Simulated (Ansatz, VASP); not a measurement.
# BAs in two plane-wave programs

Aim: how closely do two programs agree when they are given the same cell, functional and k mesh? The cell is taken from a series of runs on this material, whose earlier steps may have relaxed, scaled, displaced or heated it; both programs get it as it stands.

Calculated with Ansatz 0.2.0; plane waves, with VASP 6.6.1 beside it; LDA.

### 1. The structure

It takes space group F-43m (No. 216, cubic). Conventional cell: a = 4.602 Å, b = 4.602 Å, c = 4.602 Å, α = 90.00°, β = 90.00°, γ = 90.00°. Nearest to B lie 4 As at 1.99 Å. Nearest to As lie 4 B at 1.99 Å. Farther neighbours are not listed.

Coordinates:

```cif
data_structure
_symmetry_space_group_name_H-M 'P 1'
_symmetry_Int_Tables_number 1
_cell_length_a 3.2541
_cell_length_b 3.2541
_cell_length_c 3.2541
_cell_angle_alpha 60.000
_cell_angle_beta 60.000
_cell_angle_gamma 60.000
_cell_volume 24.37
loop_
_atom_site_label
_atom_site_type_symbol
_atom_site_fract_x
_atom_site_fract_y
_atom_site_fract_z
_atom_site_occupancy
B1 B 0.00000 0.00000 0.00000 1
As2 As 0.75000 0.75000 0.75000 1
```

### 2. VASP: single point, LDA, pair 1

With cell and atoms fixed, the geometry can't cause a difference; cores, projectors, grids and the points listed under the comparison can.

Lines of VASP's logs that name or quote its potential files are left out, and so is its time.

File INCAR:

```
SYSTEM = BAs
PREC = Accurate
ENCUT = 500
EDIFF = 1E-06
NELM = 120
ISMEAR = 0
SIGMA = 0.02
LREAL = .FALSE.
ALGO = Normal
GGA = PW92
NBANDS = 10
LORBIT = 11
LWAVE = .FALSE.
LCHARG = .FALSE.
ISIF = 2
LASPH = .TRUE.
GGA_COMPAT = .FALSE.
EFERMI = MIDGAP
```

File POSCAR:

```
BAs
1.0
    0.0000000000      2.3009807529      2.3009807529
    2.3009807529      0.0000000000      2.3009807529
    2.3009807529      2.3009807529      0.0000000000
B As
1 1
Direct
    0.0000000000      0.0000000000      0.0000000000
    0.7500000000      0.7500000000      0.7500000000
```

File KPOINTS:

```
Automatic mesh
0
Gamma
12 12 12
0 0 0
```

PAW data sets: B and As (LDA family, release 64).

The run is started by

```
$ mpirun -np 1 vasp_std
```

Numbers of over 12 decimals in the logs are rounded to 6 here.

The log of the run:

```text
[banner, memory and clock lines left out]
running    1 mpi-ranks, on    1 nodes
 distrk:  each k-point on    1 cores,    1 groups
 distr:  one band on    1 cores,    1 groups

 POSCAR found type information on POSCAR B As
 POSCAR found :  2 types and       2 ions
|                                                                             |
|               ----> ADVICE to this user running VASP <----                  |
|                                                                             |
|     You enforced a specific xc type in the INCAR file but a different       |
|     [... a line on the potential file left out ...]
|     I HOPE YOU KNOW WHAT YOU ARE DOING!                                     |
|                                                                             |

 LDA part: xc-table for (Slater(with rela. corr.)+PW92), standard interpolation
 POSCAR, INCAR and KPOINTS ok, starting setup
 FFT: planning ... GRIDC
 FFT: planning ... GRID_SOFT
 FFT: planning ... GRID
 WAVECAR not read
 entering main loop
       N       E                     dE             d eps       ncg     rms          rms(c)
DAV:   1     0.101093318082E+02    0.10109E+02   -0.37967E+03  1440   0.690E+02
DAV:   2    -0.132068932603E+02   -0.23316E+02   -0.22256E+02  1986   0.108E+02
DAV:   3    -0.138088921692E+02   -0.60200E+00   -0.60074E+00  1738   0.171E+01
DAV:   4    -0.138104549625E+02   -0.15628E-02   -0.15627E-02  1726   0.953E-01
DAV:   5    -0.138104571362E+02   -0.21737E-05   -0.21737E-05  1640   0.356E-02    0.590E+00
DAV:   6    -0.129529677658E+02    0.85749E+00   -0.21480E+00  1546   0.677E+00    0.278E+00
DAV:   7    -0.128384102581E+02    0.11456E+00   -0.30307E-01  1714   0.292E+00    0.956E-01
DAV:   8    -0.128235765020E+02    0.14834E-01   -0.27548E-02  1584   0.954E-01    0.115E-01
DAV:   9    -0.128236017848E+02   -0.25283E-04   -0.73706E-04  1670   0.189E-01    0.673E-02
DAV:  10    -0.128236056727E+02   -0.38879E-05   -0.85863E-05  1584   0.550E-02    0.162E-02
DAV:  11    -0.128236068966E+02   -0.12239E-05   -0.17513E-06  1630   0.966E-03    0.155E-02
DAV:  12    -0.128236067265E+02    0.17012E-06   -0.65700E-07   878   0.376E-03
   1 F= -.12823607E+02 E0= -.12823607E+02  d E =0.000000E+00
```

From OUTCAR (step 2):

```text
ion  position               nearest neighbor table
   1  0.000  0.000  0.000-   2 1.99   2 1.99   2 1.99   2 1.99
   2  0.750  0.750  0.750-   1 1.99   1 1.99   1 1.99   1 1.99

  LATTYP: Found a face centered cubic cell.
 ALAT       =     4.6019615058

 Subroutine GETGRP returns: Found 24 space group operations
 (whereof 24 operations were pure point group operations)

The static configuration has the point symmetry T_d .

 Found     72 irreducible k-points:

   k-points           NKPTS =     72   k-points in BZ     NKDIM =     72   number of bands    NBANDS=     10

   dimension x,y,z NGX =    24 NGY =   24 NGZ =   24
   dimension x,y,z NGXF=    48 NGYF=   48 NGZF=   48

   ENCUT  =  500.0 eV  36.75 Ry    6.06 a.u.   5.93  5.93  5.93*2*pi/ulx,y,z

   NELECT =       8.0000    total number of electrons

 k-points in reciprocal lattice and weights: Automatic mesh
   0.00000000  0.00000000  0.00000000       0.001
   0.08333333  0.00000000  0.00000000       0.005
   0.16666667  0.00000000  0.00000000       0.005
   0.25000000  0.00000000  0.00000000       0.005
   0.33333333  0.00000000  0.00000000       0.005
   0.41666667  0.00000000  0.00000000       0.005
   0.50000000  0.00000000  0.00000000       0.002
   0.08333333  0.08333333  0.00000000       0.003
   0.16666667  0.08333333  0.00000000       0.014
[...]
-0.33333333  0.50000000  0.16666667       0.007
  -0.25000000  0.50000000  0.25000000       0.003

 average (electrostatic) potential at core
       1 -30.4954       2 -50.8008

 E-fermi :   7.9951

 k-point     1 :       0.0000    0.0000    0.0000
  band No.  band energies     occupation
      1      -8.9579      2.00000
      2       7.4826      2.00000
      3       7.4826      2.00000
      4       7.4826      2.00000
      5      10.8888      0.00000
      6      10.8888      0.00000
      7      10.8888      0.00000
      8      13.6461      0.00000
      9      17.4466      0.00000
    ...

 k-point     2 :       0.0833    0.0000    0.0000
  band No.  band energies     occupation
      1      -8.8321      2.00000
      2       6.3937      2.00000
      3       7.2343      2.00000
      4       7.2343      2.00000
      5      11.1755      0.00000
      6      11.2122      0.00000
      7      11.2122      0.00000
      8      14.1044      0.00000
      9      17.9726      0.00000
    ...

 k-point     3 :       0.1667    0.0000    0.0000
  band No.  band energies     occupation
      1      -8.4580      2.00000
      2       4.3369      2.00000
      3       6.7173      2.00000
      4       6.7173      2.00000
      5      11.2628      0.00000
      6      11.8679      0.00000
      7      11.8679      0.00000
      8      15.1269      0.00000
      9      19.0648      0.00000
    ...

  Total        2.4011364      2.4011364      2.4011364      0.0000000      0.0000000      0.0000000
  in kB      157.8913952    157.8913952    157.8913952      0.0000000      0.0000000      0.0000000
  external PRESSURE =     157.8913952 kB  Pullay stress =       0.0000000 kB

  energy-cutoff  :      500.00
  volume of cell :       24.37
      direct lattice vectors                 reciprocal lattice vectors
     0.000000000  2.300980753  2.300980753    -0.217298645  0.217298645  0.217298645
     2.300980753  0.000000000  2.300980753     0.217298645 -0.217298645  0.217298645
     2.300980753  2.300980753  0.000000000     0.217298645  0.217298645 -0.217298645

 POSITION                                       TOTAL-FORCE (eV/Angst)
 -----------------------------------------------------------------------------------
      0.00000      0.00000      0.00000         0.000000      0.000000      0.000000
      3.45147      3.45147      3.45147        -0.000000     -0.000000     -0.000000
 -----------------------------------------------------------------------------------
    total drift:                               -0.000000     -0.000000     -0.000000

  FREE ENERGIE OF THE ION-ELECTRON SYSTEM (eV)
  ---------------------------------------------------
  free  energy   TOTEN  =       -12.8236067265 eV

  energy  without entropy=      -12.8236067265  energy(sigma->0) =      -12.82360673

 total charge
# of ion       s       p       d       tot
------------------------------------------
    1        0.670   1.312   0.000   1.981
    2        1.178   1.771   0.111   3.059
--------------------------------------------------
tot          1.848   3.082   0.111   5.041

[... 3 further parts left out ...]
```

The run ends at a pressure of 15.79 GPa.

### 3. Ansatz: single point, LDA, pair 1

Ansatz runs on its PAW soft_1 files.

The same cell, functional (in two slightly different forms), mesh and smearing now go to Ansatz, which takes its cutoff from its data sets.

File input.yaml:

```yaml
crystal:
  lattice:
    - [0.0, 2.3009807529, 2.3009807529]
    - [2.3009807529, 0.0, 2.3009807529]
    - [2.3009807529, 2.3009807529, 0.0]
  atoms:
    - { symbol: B, position: [0.0, 0.0, 0.0] }
    - { symbol: As, position: [0.75, 0.75, 0.75] }
kpoints:
  mp_grid: { grid: [12, 12, 12] }
hamiltonian:
  xc: lda
  pseudopotentials: { kind: paw, azcp: { folder: soft_1 }, xc_functional: pbe }
scf:
  occupations: { method: gaussian, width: 0.02 }
output:
  forces: true
  stress: true
  eigenvalues: true
```

The run is started by

```
$ ansatz run input.yaml --threads 4 --pin off --max-ram 10240MiB --backend cpu --events-out ev --progress --plain --runs-dir out
```

The log of the run:

```text
Engine: ansatz 0.2.0, x86_64-unknown-linux-gnu
Pseudopotentials: kind: paw
Pseudopotential: B, paw, valence charge 3, recommended cutoff 420 eV (normal), soft_1/B.paw.azcp
Pseudopotential: As, paw, valence charge 15, recommended cutoff 420 eV (normal), soft_1/As.paw.azcp
Functional definition: SPW92
  exchange = slater_x
  correlation = pw_c
Crystal: 2 atoms, lattice volume = 24.365 Å³
Basis set: ecut = 420 eV, 531 PW (Γ)
Bands: 13, of which v1, the nominal top of the filled ones, is band 9 counted from 1 (8 counted from 0)
Symmetry: 24 space group operations
Space group: F-43m (ITA 216), of the structure as read, at distance tolerance 2.9e-5 Å
k-points: 72 of 1728 (time reversal used)
Non-local potential: B, projectors of the file, l = 0: 2, l = 1: 2, l = 2: 1
Non-local potential: As, projectors of the file, l = 0: 2, l = 1: 2, l = 2: 3, l = 3: 1
PAW form: soft (Blöchl's): semilocal exchange-correlation on the pseudo side does not see the compensation charge
PAW frozen core: B, regenerated for the run's functional, and the local potential with it (the file was generated under x = pbe(κ = 0.804, μ = 0.219515), c = pbe(β = 0.066725))
PAW frozen core: As, regenerated for the run's functional, and the local potential with it (the file was generated under x = pbe(κ = 0.804, μ = 0.219515), c = pbe(β = 0.066725))
PAW one-centre angular grid: B, 110 points (default); XC on 64 Gauss nodes
PAW one-centre angular grid: As, 590 points (default); XC on 64 Gauss nodes
Initial density: superposition of atomic densities (chi_scale 0.1, normalization cell, long waves kept (reshape's long-wave potential 0.00 eV rms))
Initial wavefunctions: pseudopotential atomic-orbital guess
Functional: x = slater, c = lda
SCF iter   1: F=—  HF=-4924.328545 eV  |F-HF|=—  |Δ(HF+E_count)|=         —  Δρ=9.13e-2  dr2=2.55e0  ethr=3.10e-3  ⟨swp⟩=5.9  Hψ=5396  notcnv=0
preconditioner: auto → none  [insulator: Δε(μ)=1.894 eV  Ē_g=13.400 eV  σ=0.020 eV  W_gap=1.00  n_scr=8 (ndim 8)  ℏωp=21.3 eV  f_vac=0.000  D(μ)=0.00/eV (n_scr^D=0)  ε∞_Penn≈3.5]
SCF iter   2: F=—  HF=-4923.492289 eV  |F-HF|=—  |Δ(HF+E_count)|=   8.36e-1  Δρ=2.66e-2  dr2=1.42e-1  ethr=3.10e-3  ⟨swp⟩=3.0  Hψ=2219  notcnv=0
SCF iter   3: F=—  HF=-4923.450147 eV  |F-HF|=—  |Δ(HF+E_count)|=   4.21e-2  Δρ=1.05e-2  dr2=1.77e-2  ethr=7.87e-4  ⟨swp⟩=2.9  Hψ=1827  notcnv=0
SCF iter   4: F=—  HF=-4923.445719 eV  |F-HF|=—  |Δ(HF+E_count)|=   4.43e-3  Δρ=1.77e-3  dr2=3.77e-4  ethr=9.82e-5  ⟨swp⟩=3.4  Hψ=1921  notcnv=0
SCF iter   5: F=—  HF=-4923.445654 eV  |F-HF|=—  |Δ(HF+E_count)|=   6.55e-5  Δρ=4.52e-4  dr2=1.72e-5  ethr=2.09e-6  ⟨swp⟩=2.0  Hψ=1629  notcnv=0
SCF iter   6: F=—  HF=-4923.445663 eV  |F-HF|=—  |Δ(HF+E_count)|=   8.90e-6  Δρ=4.64e-5  dr2=1.50e-7  ethr=9.53e-8  ⟨swp⟩=2.6  Hψ=1445  notcnv=0
SCF iter   7: F=-4923.445663 eV  HF=-4923.445663 eV  |F-HF|=6.58e-10  |Δ(HF+E_count)|=   3.42e-8  Δρ=2.30e-6  dr2=7.31e-10  ethr=5.56e-10  ⟨swp⟩=5.4  Hψ=4580  notcnv=0
SCF 1 converged in 7 iterations: F = -4923.445663 eV  dr2 = 7.31e-10
  greatest PAW one-centre occupation: 0.999 electrons in one spin orbital (limit 2), on the As atom at site 1 (counted from 0), in its partial waves of l = 2
SCF converged after 7 iterations
Free energy (F): -4923.445663 eV
Harris-Foulkes:  -4923.445663 eV  (|F-HF|=6.58e-10)
Internal energy: -4923.445663 eV  (E = F + TS)
E sigma→0 (E₀):  -4923.445663 eV
Fermi energy:    12.748290 eV
--- Per-component energies (eV) ---
  E_band       = -196.915738
  E_kinetic    = 152.574051
  E_local      = -1861.354506  (includes V_loc(G=0)·N_el)
  E_nonlocal   = -379.831375
  E_hartree    = 1064.877231
  E_xc         = -104.971922
  E_vxc        = -115.280567  (∫ρ·V_xc dr)
  E_paw        = -2005.444273  (= ΣΔE_a)
  E_vpaw       = -122.776878  (= ΣTr[D̂ρ^β])
  E_aug_tail   = 0.000000  (compensation charges beyond the density's cutoff)
  E_ewald      = -1791.415932
  E_core_change = 2.121063  (= ΣΔE_core)
  E_smearing   = -0.000000  (= −TS)
  E_closure    = -0.000000  (closes the sum)
  Σ components = -4923.445663   (vs F -4923.445663, Δ=0.00e0)
--- Forces (eV/Å), atoms counted from 1 ---
  atom   1  B     -0.00000000    -0.00000000     0.00000000
  atom   2  As    -0.00000000     0.00000000     0.00000000
  max |Σ_I F_I| component: 4.65e-16 eV/Å
--- Stress (GPa, compression-positive) ---
       14.524582       0.000000      -0.000000
        0.000000      14.524582       0.000000
       -0.000000       0.000000      14.524582
  P = ⅓ Tr σ = 14.5246 GPa (145.246 kbar)
--- Band table (eV; the first three rows and the last of 72) ---
  k-point 0: bands = [... 5 lower, -4.2196, 12.2328, 12.2328, 12.2328, 15.6380, 15.6380, 15.6380, 18.3443]
  k-point 1: bands = [... 5 lower, -4.0940, 11.1427, 11.9849, 11.9849, 15.9213, 15.9620, 15.9620, 18.8147]
  k-point 2: bands = [... 5 lower, -3.7204, 9.0865, 11.4684, 11.4684, 16.0004, 16.6192, 16.6192, 19.8605]
  k-point 71: bands = [... 5 lower, 0.7116, 3.7895, 6.0248, 6.3488, 17.4648, 18.7293, 19.2005, 19.9953]
```

Reading the cycles: dr2 is the Hartree energy of the density residual (eV), the measure of convergence; HF is the Harris–Foulkes estimate of the energy, which meets the free energy F at convergence.

The run ends at a pressure of 14.52 GPa.

### 4. Side by side

Known differences besides the potentials themselves: the data sets hold 18 valence electrons in Ansatz (on its PAW soft_1 files) and 8 in VASP; the cutoff is 420 eV in Ansatz and 500 eV in VASP; VASP's log shows a relativistic correction to its local exchange, Ansatz's none. Total energies have different zeros and are not compared.

The two programs side by side:

```csv
quantity,Ansatz,VASP,difference
pressure (GPa),14.52,15.79,-1.26
gap on the k mesh (eV),1.031,1.025,+0.006
```

A gap on the mesh is an upper bound, since the band edges may lie between its points.

### 5. Further runs

Further runs change the set-up of one program: Ansatz's method, potentials or start, or VASP's data sets, cutoff or form of LDA. The table gives Ansatz less VASP for each quantity, since a change that brings one quantity closer may part another.

```csv
run,pressure (GPa),gap on the k mesh (eV)
as above,-1.3,0.0062
VASP with the data sets B and As_d and a cutoff of 600 eV,-0.21,5.3e-4
```

### 6. VASP: single point, LDA, pair 2

A single point takes one fixed geometry, so differences don't come from the geometry; what else differs is listed under the comparison. The cell compared in this pair holds 23.84 Å³, against 24.37 Å³ for the pair before.

INCAR is that of step 2.

File POSCAR:

```
BAs
1.0
    0.0000000000      2.2841846742      2.2841846742
    2.2841846742      0.0000000000      2.2841846742
    2.2841846742      2.2841846742      0.0000000000
B As
1 1
Direct
    0.0000000000      0.0000000000      0.0000000000
    0.7500000000      0.7500000000      0.7500000000
```

KPOINTS is that of step 2.

The run is started by

```
$ mpirun -np 1 vasp_std
```

The log of the run:

```text
[banner, memory and clock lines left out]
running    1 mpi-ranks, on    1 nodes
[...]
[... a notice as in an earlier step ...]

 LDA part: xc-table for (Slater(with rela. corr.)+PW92), standard interpolation
 POSCAR, INCAR and KPOINTS ok, starting setup
[...]
entering main loop
       N       E                     dE             d eps       ncg     rms          rms(c)
DAV:   1     0.117872088244E+02    0.11787E+02   -0.38272E+03  1440   0.688E+02
DAV:   2    -0.131095350919E+02   -0.24897E+02   -0.23742E+02  2008   0.113E+02
DAV:   3    -0.138067048284E+02   -0.69717E+00   -0.69541E+00  1724   0.180E+01
DAV:   4    -0.138087838455E+02   -0.20790E-02   -0.20789E-02  1718   0.103E+00
[...]
DAV:  10    -0.127634996818E+02   -0.32288E-05   -0.86705E-05  1554   0.550E-02    0.170E-02
DAV:  11    -0.127635008170E+02   -0.11353E-05   -0.17417E-06  1638   0.970E-03    0.161E-02
DAV:  12    -0.127635006457E+02    0.17132E-06   -0.64175E-07   884   0.375E-03
   1 F= -.12763501E+02 E0= -.12763501E+02  d E =0.000000E+00
```

From OUTCAR (step 6):

```text
  Total        3.0601146      3.0601146      3.0601146      0.0000000      0.0000000     -0.0000000
  in kB      205.6954269    205.6954269    205.6954269      0.0000000      0.0000000     -0.0000000
  external PRESSURE =     205.6954269 kB  Pullay stress =       0.0000000 kB

 POSITION                                       TOTAL-FORCE (eV/Angst)
 -----------------------------------------------------------------------------------
      0.00000      0.00000      0.00000        -0.000000     -0.000000     -0.000000
      3.42628      3.42628      3.42628         0.000000      0.000000      0.000000
 -----------------------------------------------------------------------------------
    total drift:                               -0.000000     -0.000000     -0.000000

  FREE ENERGIE OF THE ION-ELECTRON SYSTEM (eV)
  ---------------------------------------------------
  free  energy   TOTEN  =       -12.7635006457 eV

  energy  without entropy=      -12.7635006457  energy(sigma->0) =      -12.76350065

[... 1 part as in an earlier step ...]

[... 2 further parts left out ...]
[key lines of the parts left out:]
E-fermi :   8.2588
```

The run ends at a pressure of 20.57 GPa.

### 7. Ansatz: single point, LDA, pair 2

The same cell, functional (in two slightly different forms), mesh and smearing now go to Ansatz, which takes its cutoff from its data sets.

The cell is taken from a series of runs on this material, whose earlier steps may have relaxed, scaled, displaced or heated it; both programs get it as it stands.

input.yaml, the sections that differ from step 3:

```yaml
crystal:
  lattice:
    - [0.0, 2.2841846742, 2.2841846742]
    - [2.2841846742, 0.0, 2.2841846742]
    - [2.2841846742, 2.2841846742, 0.0]
  atoms:
    - { symbol: B, position: [0.0, 0.0, 0.0] }
    - { symbol: As, position: [0.75, 0.75, 0.75] }
# kpoints, hamiltonian, scf, output: as in step 3
```

The run is started by

```
$ ansatz run input.yaml --threads 4 --pin off --max-ram 10240MiB --backend cpu --events-out ev --progress --plain --runs-dir out
```

The log of the run:

```text
[...]
Crystal: 2 atoms, lattice volume = 23.835 Å³
Basis set: ecut = 420 eV, 459 PW (Γ)
Bands: 13, of which v1, the nominal top of the filled ones, is band 9 counted from 1 (8 counted from 0)
Symmetry: 24 space group operations
[...]
k-points: 72 of 1728 (time reversal used)
[...]
--- Band table (eV; the first three rows and the last of 72) ---
  k-point 0: bands = [... 5 lower, -4.0619, 12.6117, 12.6117, 12.6117, 16.0495, 16.0495, 16.0495, 19.0185]
  k-point 1: bands = [... 5 lower, -3.9339, 11.5076, 12.3574, 12.3574, 16.3565, 16.3807, 16.3807, 19.4609]
  k-point 2: bands = [... 5 lower, -3.5531, 9.4214, 11.8296, 11.8296, 16.4761, 17.0499, 17.0499, 20.4458]
  k-point 71: bands = [... 5 lower, 1.0056, 4.0620, 6.2553, 6.5848, 17.8477, 19.2398, 19.6313, 20.5150]
[key lines of the parts left out:]
SCF converged after 7 iterations
Free energy (F): -4923.390096 eV
Fermi energy:    13.116023 eV
P = ⅓ Tr σ = 19.1746 GPa (191.746 kbar)
```

The run ends at a pressure of 19.17 GPa.

### 8. Side by side

What differs besides the data sets and the points named for the pairs above, as far as they apply: the data sets hold 18 valence electrons in Ansatz (on its PAW soft_1 files) and 8 in VASP. Total energies have different zeros and are not compared.

Both answers:

```csv
quantity,Ansatz,VASP,difference
pressure (GPa),19.17,20.57,-1.39
gap on the k mesh (eV),1.009,1.003,+0.006
```

A gap on the mesh is an upper bound, since the band edges may lie between its points.

[end of part 1 of 2]

[Lines on the potential files, build, host, timing and source positions are cut from VASP's logs without a mark.]

[Logs are printed without paths, hosts, clocks, repeated set-up lines and the standing remarks that a program may print on its own settings, such as how far it seeks lower states.]

[Hosts, paths, dates, database ids (printed as entryN), source tags and the programs' standing remarks are cut or masked in the printed files.]
